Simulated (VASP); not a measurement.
# KP5 (P6/mmm) in VASP: single point with PBE

Aim: the single point of KP5 with PBE.

All numbers are computed with VASP 6.6.1; they aren't measurements. Logs are shortened: lines on timing, memory, paths and dates and some standing lists are left out, and cuts for length are marked.

## (1) The cell of the first run

Symmetry: P6/mmm, No. 191, hexagonal system. Conventional cell: a = 6.365 Å, b = 6.365 Å, c = 3.242 Å, α = 90.00°, β = 90.00°, γ = 120.00°. K (site symmetry 6/mmm) has 2 K at 3.24 Å and 18 P at 3.57 to 3.67 Å as nearest neighbours. Around P (site symmetry mmm) lie 4 P at 2.45 Å. P (site symmetry -6m2) has 6 P at 2.45 Å as nearest neighbours.

The cell was built by a generator and needn't be a form met in nature.

## (2) Single point, PBE (species swapped into the GdRh5 type (P6/mmm, No. 191))

INCAR reads:

```
  PREC = Accurate
  ENCUT = 520
  EDIFF = 1E-6
  ISMEAR = 0
  SIGMA = 0.1
  LREAL = False
  LASPH = True
  NELM = 100
  ALGO = Fast
  ISIF = 2
  LWAVE = False
  LCHARG = True
  GGA = PE
  LELF = True
  LVHAR = True
  NBANDS = 26
```

KPOINTS reads:

```
regular mesh
0
Gamma
  9 9 12
```

POSCAR reads:

```
KP5
1.0
    6.3651975675      0.0000000000      0.0000000000
   -3.1825987838      5.5124227936      0.0000000000
    0.0000000000      0.0000000000      3.2417474560
K P
1 5
Direct
    0.0000000000      0.0000000000      0.0000000000
    0.5000000000      0.0000000000      0.5000000000
    0.5000000000      0.5000000000      0.5000000000
    0.0000000000      0.5000000000      0.5000000000
    0.3333333333      0.6666666667      0.0000000000
    0.6666666667      0.3333333333      0.0000000000
```

Potentials or basis: VASP PAW PBE potentials, release 64 (K_sv, P).

Launch:

```console
$ cat potpaw_PBE.64/K_sv/POTCAR potpaw_PBE.64/P/POTCAR > POTCAR
$ mpirun -np 1 vasp_std > vasp.out
```

OUTCAR:

```text
PREC = Accurate
   ENCUT = 520
   EDIFF = 1E-6
   ISMEAR = 0
   LREAL = False
   LASPH = True
   NELM = 100
   ISIF = 2
   GGA = PE

 ion  position               nearest neighbor table
   1  0.000  0.000  0.000-
   2  0.500  0.000  0.500-   5 2.45   6 2.45   5 2.45   6 2.45
   3  0.500  0.500  0.500-   5 2.45   6 2.45   5 2.45   6 2.45
   4  0.000  0.500  0.500-   5 2.45   6 2.45   5 2.45   6 2.45
   5  0.333  0.667  0.000-   4 2.45   4 2.45   2 2.45   2 2.45   3 2.45   3 2.45
   6  0.667  0.333  0.000-   4 2.45   4 2.45   2 2.45   2 2.45   3 2.45   3 2.45

  LATTYP: Found a hexagonal cell.
 ALAT       =     6.3651975675
 C/A-ratio  =     0.5092925116

  Lattice vectors:

 A1 = (   6.3651975675,   0.0000000000,   0.0000000000)
 A2 = (  -3.1825987838,   5.5124227936,   0.0000000000)
 A3 = (   0.0000000000,   0.0000000000,   3.2417474560)

Analysis of symmetry for initial positions (statically):
=====================================================================
 Subroutine PRICEL returns:
 Original cell was already a primitive cell.

 Routine SETGRP: Setting up the symmetry group for a
 hexagonal supercell.

 Subroutine GETGRP returns: Found 24 space group operations
 (whereof 24 operations were pure point group operations)
 out of a pool of 24 trial point group operations.

The static configuration has the point symmetry D_6h.

Analysis of symmetry for dynamics (positions and initial velocities):
=====================================================================
 Subroutine PRICEL returns:
 Original cell was already a primitive cell.

 Routine SETGRP: Setting up the symmetry group for a
 hexagonal supercell.

 Subroutine GETGRP returns: Found 24 space group operations
 (whereof 24 operations were pure point group operations)
 out of a pool of 24 trial point group operations.

The dynamic configuration has the point symmetry D_6h.

 Subroutine INISYM returns: Found 24 space group operations
 (whereof 24 operations are pure point group operations),
 and found     1 'primitive' translations

----------------------------------------------------------------------------------------

                                     Primitive cell

  volume of cell :     113.7453

  direct lattice vectors                    reciprocal lattice vectors
     6.365197568  0.000000000  0.000000000     0.157104314  0.090704218  0.000000000
    -3.182598784  5.512422794  0.000000000     0.000000000  0.181408436  0.000000000
     0.000000000  0.000000000  3.241747456     0.000000000  0.000000000  0.308475603

  length of vectors
     6.365197568  6.365197568  3.241747456     0.181408436  0.181408436  0.308475603

  position of ions in fractional coordinates (direct lattice)
     0.000000000  0.000000000  0.000000000
     0.500000000  0.000000000  0.500000000
     0.500000000  0.500000000  0.500000000
     0.000000000  0.500000000  0.500000000
     0.333333333  0.666666667  0.000000000
     0.666666667  0.333333333  0.000000000

  ion indices of the primitive-cell ions
   primitive index   ion index
                 1           1
                 2           2
                 3           3
                 4           4
                 5           5
                 6           6

----------------------------------------------------------------------------------------

 KPOINTS: regular mesh

Automatic generation of k-mesh.
 Grid dimensions read from file:
 generate k-points for:    9    9   12

 Generating k-lattice:

  Cartesian coordinates                     Fractional coordinates (reciprocal lattice)
     0.017456035  0.010078246  0.000000000     0.111111111  0.000000000  0.000000000
     0.000000000  0.020156493  0.000000000     0.000000000  0.111111111  0.000000000
     0.000000000  0.000000000  0.025706300     0.000000000  0.000000000  0.083333333

  Length of vectors
     0.020156493  0.020156493  0.025706300

  Shift w.r.t. Gamma in fractional coordinates (k-lattice)
     0.000000000  0.000000000  0.000000000

 Subroutine IBZKPT returns following result:
 ===========================================

 Found     84 irreducible k-points:

 Following reciprocal coordinates:
            Coordinates               Weight
  0.000000  0.000000  0.000000      1.000000
  0.111111  0.000000  0.000000      6.000000
  0.222222  0.000000  0.000000      6.000000
  0.333333  0.000000  0.000000      6.000000
  0.444444  0.000000  0.000000      6.000000
  0.111111  0.111111  0.000000      6.000000
[... 16 lines left out ...]
  0.333333  0.222222  0.083333     24.000000
  0.333333  0.333333  0.083333      4.000000
 [... further k-points ...]
   k-points           NKPTS =     84   k-points in BZ     NKDIM =     84   number of bands    NBANDS=     26
   number of dos      NEDOS =    301   number of ions     NIONS =      6
   total plane-waves  NPLWV =  55296
   dimension x,y,z NGX =    48 NGY =   48 NGZ =   24
   dimension x,y,z NGXF=    96 NGYF=   96 NGZF=   48
   ions per type =               1   5
   NGX,Y,Z   is equivalent  to a cutoff of  12.54, 12.54, 12.31 a.u.
   NGXF,Y,Z  is equivalent  to a cutoff of  25.07, 25.07, 24.62 a.u.
 SYSTEM =  unknown system
   PREC   = accura    normal or accurate (medium, high low for compatibility)
   ISTART =      0    job   : 0-new  1-cont  2-samecut
   ICHARG =      2    charge: 1-file 2-atom 10-const
   ISPIN  =      1    spin polarized calculation?
   LNONCOLLINEAR =      F non collinear calculations
   LSORBIT =      F    spin-orbit coupling
   LASPH  =      T    aspherical Exc in radial PAW
   ENCUT  =  520.0 eV  38.22 Ry    6.18 a.u.  11.84 11.84  6.03*2*pi/ulx,y,z
   NELM   =    100;   NELMIN=  2; NELMDL= -5     # of ELM steps
   EDIFF  = 0.1E-05   stopping-criterion for ELM
   LREAL  =      F    real-space projection
   EDIFFG = 0.1E-04   stopping-criterion for IOM
   NSW    =      0    number of steps for IOM
   IBRION =     -1    ionic relax: 0-MD 1-quasi-New 2-CG
   NFREE  =      0    steps in history (QN), initial steepest desc. (CG)
   ISIF   =      2    stress and relaxation
   ISYM   =      2    0-nonsym 1-usesym 2-fastsym
   POTIM  = 0.5000    time-step for ionic-motion
   TEBEG  =    0.0;   TEEND  =   0.0 temperature during run
   PSTRESS=    0.0 pullay stress
   NELECT =      34.0000    total number of electrons
   NUPDOWN=      -1.0000    fix difference up-down
   EMIN   =  10.00;   EMAX   =-10.00  energy-range for DOS
   EFERMI =   0.00;   METHOD = LEGACY
   ISMEAR =     0;   SIGMA  =   0.10  broadening in eV -4-tet -1-fermi 0-gaus
   EFERMI_NEDOS =   21; number of points for ismear=-14 and -15
   IALGO  =     68    algorithm
   IMIX   =      4    mixing-type and parameters
     AMIX     =   0.40;   BMIX     =  1.00
     AMIX_MAG =   1.60;   BMIX_MAG =  1.00
  volume/ion in A,a.u.               =      18.96       127.93
  Fermi-wavevector in a.u.,A,eV,Ry     =   1.094603  2.068500 16.301896  1.198156
  Thomas-Fermi vector in A             =   2.230911
   LORBIT       =      0    0 simple, 1 ext, 2 COOP (PROOUT), +10 PAW based schemes
   GGA     = PE    functional components
   LHFCALC =     F    Hartree Fock is set to
   AEXX    =    0.0000 exact exchange contribution
   IVDW    =     0    specifies the selected vdW correction
   LEPSILON=     F    determine dielectric tensor
   LRPA    =     F    only Hartree local field effects (RPA)
 non-spin polarized calculation
 RMM-DIIS sequential band-by-band and
 Gauss-broadening in eV      SIGMA  =   0.10
  energy-cutoff  :      520.00
  volume of cell :      113.75
 maximum number of plane-waves:      3096
 NGX is ok and might be reduce to    48
   NGX = 23   NGY = 23   NGZ = 13

 number of electron      34.0000005 magnetization

 Free energy of the ion-electron system (eV)
  ---------------------------------------------------
  ext. energy  EPLUGINS =         0.00000000
  ---------------------------------------------------
  free energy    TOTEN  =       -26.97761372 eV

  energy without entropy =      -26.96631917  energy(sigma->0) =      -26.97196644

 E-fermi :   6.0219     XC(G=0):  -9.9448

 val. band max:        6.0103358865   @ k =   0.3333   0.0000   0.1667
 cond. band min:       6.0246235853   @ k =   0.3333   0.3333   0.4167
 fundamental gap:      0.0142876988
 Fermi energy:         6.0218884111

 k-point     1 :       0.0000    0.0000    0.0000
  band No.  band energies     occupation
      1     -24.7811      2.00000
      2      -9.1579      2.00000
      3      -8.2791      2.00000
      4      -8.2791      2.00000
      5      -7.9170      2.00000
      6      -6.3743      2.00000
[... 18 lines left out ...]
     25      10.6285      0.00000
     26      12.2927      0.00000

 k-point     2 :       0.1111    0.0000    0.0000
  band No.  band energies     occupation
      1     -24.7811      2.00000
      2      -9.1342      2.00000
      3      -8.2814      2.00000
      4      -8.2630      2.00000
      5      -7.9170      2.00000
      6      -6.6284      2.00000
[... 18 lines left out ...]
     25      10.8177      0.00000
     26      12.0204      0.00000

 k-point     3 :       0.2222    0.0000    0.0000
  band No.  band energies     occupation
      1     -24.7811      2.00000
      2      -9.0664      2.00000
      3      -8.2875      2.00000
      4      -8.2177      2.00000
      5      -7.9169      2.00000
      6      -7.0782      2.00000
[... 572 lines left out ...]
 k-point    23 :       0.3333    0.2222    0.0833
  band No.  band energies     occupation
      1     -24.7737      2.00000
      2      -8.7166      2.00000
      3      -8.4239      2.00000
      4      -7.9858      2.00000
      5      -7.9499      2.00000
      6      -7.7701      2.00000
[... 18 lines left out ...]
     25      11.0809      0.00000
     26      11.6640      0.00000

 k-point    24 :       0.3333    0.3333    0.0833
  band No.  band energies     occupation
      1     -24.7737      2.00000
      2      -8.5720      2.00000
      3      -8.5720      2.00000
      4      -7.9819      2.00000
      5      -7.8704      2.00000
      6      -7.8704      2.00000
[... 18 lines left out ...]
     25      11.2848      0.00000
     26      11.8109      0.00000

 [... further k-points ...]

------------------------ aborting loop because EDIFF is reached ----------------------------------------

  FORCE on cell =-STRESS in cart. coord.  units (eV):
  Direction    XX          YY          ZZ          XY          YZ          ZX
  --------------------------------------------------------------------------------------
  -------------------------------------------------------------------------------------
  Total       -0.0708187     -0.0708187     -0.1348043      0.0000000     -0.0000000      0.0000000
  in kB       -0.9975283     -0.9975283     -1.8988071      0.0000000     -0.0000000      0.0000000
  external PRESSURE =      -1.2979546 kB  Pullay stress =       0.0000000 kB

 VOLUME and BASIS-vectors are now :
 -----------------------------------------------------------------------------
  energy-cutoff  :      520.00
  volume of cell :      113.75
      direct lattice vectors                 reciprocal lattice vectors
     6.365197568  0.000000000  0.000000000     0.157104314  0.090704218  0.000000000
    -3.182598784  5.512422794  0.000000000     0.000000000  0.181408436  0.000000000
     0.000000000  0.000000000  3.241747456     0.000000000  0.000000000  0.308475603

 POSITION                                       TOTAL-FORCE (eV/Angst)
 -----------------------------------------------------------------------------------
      0.00000      0.00000      0.00000        -0.000000      0.000000      0.000000
      3.18260      0.00000      1.62087        -0.000000      0.000000      0.000000
      1.59130      2.75621      1.62087        -0.000000      0.000000      0.000000
     -1.59130      2.75621      1.62087        -0.000000      0.000000      0.000000
     -0.00000      3.67495      0.00000        -0.000000      0.000000     -0.000000
      3.18260      1.83747      0.00000         0.000000     -0.000000      0.000000
 -----------------------------------------------------------------------------------
    total drift:                               -0.000000      0.000000     -0.000000

  FREE ENERGIE OF THE ION-ELECTRON SYSTEM (eV)
  ---------------------------------------------------
  free  energy   TOTEN  =       -26.9776137198 eV

  energy  without entropy=      -26.9663191663  energy(sigma->0) =      -26.97196644
```

It took 4.2 min on 1 thread of Intel Xeon Platinum 8375C at 2.90GHz (Ice Lake), shared host; peak memory 0.35 GiB.

What came out:

```
Free energy            : -26.9776 eV
Pressure               : -0.1 GPa
Band gap on the k mesh : none (metal or under the smearing width)
```
